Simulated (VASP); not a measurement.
These are PBEsol GGA, VASP's PBE PAW potentials (set 64) (plane waves; VASP) values and carry that method's errors.

VASP input:

**POSCAR**
```
In2O3
1
   -5.1197080000     5.1197080000     5.1197080000
    5.1197080000    -5.1197080000     5.1197080000
    5.1197080000     5.1197080000    -5.1197080000
In O
16 24
Direct
  0.5000000000   0.5000000000   0.5000000000
  0.5000000000   0.0000000000   0.0000000000
  0.0000000000   0.0000000000   0.5000000000
  0.0000000000   0.5000000000   0.0000000000
  0.2500000000   0.7165000000   0.4665000000
  0.7500000000   0.7835000000   0.0335000000
  0.4665000000   0.2500000000   0.7165000000
  0.0335000000   0.7500000000   0.7835000000
  0.7165000000   0.4665000000   0.2500000000
  0.7835000000   0.0335000000   0.7500000000
  0.7500000000   0.2835000000   0.5335000000
  0.2500000000   0.2165000000   0.9665000000
  0.5335000000   0.7500000000   0.2835000000
  0.9665000000   0.2500000000   0.2165000000
  0.2835000000   0.5335000000   0.7500000000
  0.2165000000   0.9665000000   0.2500000000
  0.5361000000   0.7737000000   0.5434000000
  0.7303000000   0.9927000000   0.9566000000
  0.7697000000   0.7263000000   0.2624000000
  0.9639000000   0.5073000000   0.2376000000
  0.5434000000   0.5361000000   0.7737000000
  0.9566000000   0.7303000000   0.9927000000
  0.2624000000   0.7697000000   0.7263000000
  0.2376000000   0.9639000000   0.5073000000
  0.7737000000   0.5434000000   0.5361000000
  0.9927000000   0.9566000000   0.7303000000
  0.7263000000   0.2624000000   0.7697000000
  0.5073000000   0.2376000000   0.9639000000
  0.4639000000   0.2263000000   0.4566000000
  0.2697000000   0.0073000000   0.0434000000
  0.2303000000   0.2737000000   0.7376000000
  0.0361000000   0.4927000000   0.7624000000
  0.4566000000   0.4639000000   0.2263000000
  0.0434000000   0.2697000000   0.0073000000
  0.7376000000   0.2303000000   0.2737000000
  0.7624000000   0.0361000000   0.4927000000
  0.2263000000   0.4566000000   0.4639000000
  0.0073000000   0.0434000000   0.2697000000
  0.2737000000   0.7376000000   0.2303000000
  0.4927000000   0.7624000000   0.0361000000
```

**KPOINTS**
```
kpoints
0
G
 3 3 3
0 0 0
```

INCAR:
```
ENCUT  =  400   ! plane-wave cut-off (eV)
LASPH  =  .TRUE.   ! aspherical one-centre terms
LCHARG  =  .FALSE.
LWAVE  =  .FALSE.
ALGO  =  Normal   ! blocked Davidson
PREC  =  Accurate
LREAL  =  Auto
SYSTEM  =  In2O3
EDIFF  =  1E-6   ! SCF stop (eV)
NELM  =  100   ! most electronic steps
ISMEAR  =  1   ! Methfessel-Paxton
ISIF  =  2
SIGMA  =  0.272
LMAXMIX  =  4
GGA  =  PS
```

POTCAR, in this order: In_d O (PBE.64 set). Program: vasp_std.

Problem. What will the output report for the number of irreducible k-points (NKPTS), largest plane-wave count, number of space-group operations, FFT grid (NGX, NGY, NGZ)?

Solution. 
```yaml
number of irreducible k-points (NKPTS): 4
largest_plane_wave_count: 9861
number_of_space_group_operations: 24
FFT grid (NGX, NGY, NGZ): 60 × 60 × 60
```

The structure was generated: In2O3 was put into an ordered model structure, a phase also known from measurement. The cell was not relaxed at this level.
